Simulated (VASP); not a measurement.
Runs of VASP 6.6.1 on Cl2BSeH. The cell holds a molecule in a box, 5 atoms: a = 12.000 Å, b = 13.000 Å, c = 13.000 Å, α = 90.00°, β = 90.00°, γ = 90.00°. 

| level | potentials or basis | cutoff (eV) | grid for exact exchange (PRECFOCK) | exchange at q = 0 | gap on the mesh (eV) | largest force (eV/Å) |
| --- | --- | --- | --- | --- | --- | --- |
| revPBE+D3(BJ) | VASP PAW PBE potentials, release 64 (Cl, B, Se, H) | 520 | - | - | 4.35 | 0.51 |
| BLYP | VASP PAW PBE potentials, release 64 (Cl, B_s, Se, H_s) | 400 | - | - | 4.32 | 0.60 |
| SCAN+D4 | VASP PAW PBE potentials, release 64 (Cl, B, Se, H) | 520 | - | - | (a) | 0.09 |
| BLYP+D3(BJ) | VASP PAW PBE potentials, release 64 (Cl_h, B_h, Se, H_h) | 900 | - | - | (c) | 0.56 |
| PBE0+TS | VASP PAW PBE potentials, release 64 (Cl, B, Se, H) | 520 | Fast | default | (b) | 0.10 |

Alike in all rows: task single point; no spin polarisation; cell as given; k mesh 1 × 1 × 1; smearing gaussian 0.01 eV.

Task: Estimate the missing entries.

Result: (a) 4.82; (b) 6.32; (c) 4.29.

Caveats: the PAW data sets were made with another functional, which shifts forces and pressure a little.

A k mesh can miss the band edges, and the runs leave out spin-orbit coupling on Se.

Runs at the PBE level aren't shown here.
